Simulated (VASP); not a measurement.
Consider the following.

```
CELL_PARAMETERS angstrom
      4.06953     0.00000     0.00000
      0.00000     4.06953     0.00000
      0.00000     0.00000     4.06953
ATOMIC_POSITIONS crystal
  Ba 0.00000 0.00000 0.00000
  Ti 0.50000 0.50000 0.50000
  O  0.50000 0.00000 0.50000
  O  0.00000 0.50000 0.50000
  O  0.50000 0.50000 0.00000
```

Method: RPBE GGA, VASP's PBE PAW potentials (set 64) (plane waves; VASP). Run with 520 eV cut-off, Gaussian smearing of 0.050 eV, potentials Ba_sv Ti_sv O.

Unless said otherwise, spin-orbit coupling is left out, though it shifts the bands of the heavy elements here.

Problem. Give the energies of bands 12 to 23 at the high-symmetry points, in eV from the valence-band maximum.

Solution. 
```csv
band,Γ,X,M,R
12,-2.31,-3.85,-4.15,-4.33
13,-2.31,-2.66,-3.80,-3.68
14,-2.31,-2.66,-3.69,-3.68
15,-1.01,-1.87,-2.50,-2.41
16,-1.01,-1.75,-2.50,-2.41
17,-1.01,-1.75,-1.72,-2.41
18,-0.19,-1.75,-0.89,0.00
19,-0.19,-0.71,-0.89,0.00
20,-0.19,-0.71,-0.08,0.00
21,1.68,1.81,3.26,3.86
22,1.68,3.25,3.26,3.86
23,1.68,3.25,3.65,3.86
```

The gap is indirect, 1.68 eV, from the valence maximum at R to the conduction minimum at Γ.

Measured: gap 3.20 eV (computed value off by -1.52 eV), as given by Yu-ichiro Matsushita et al., Physical Review B (2011), arXiv:1104.2769.

The compound is BaTiO3 in the cubic perovskite structure, the ideal cubic form; the compound distorts at low or room temperature. It was relaxed first, which changed the volume by +5 %.
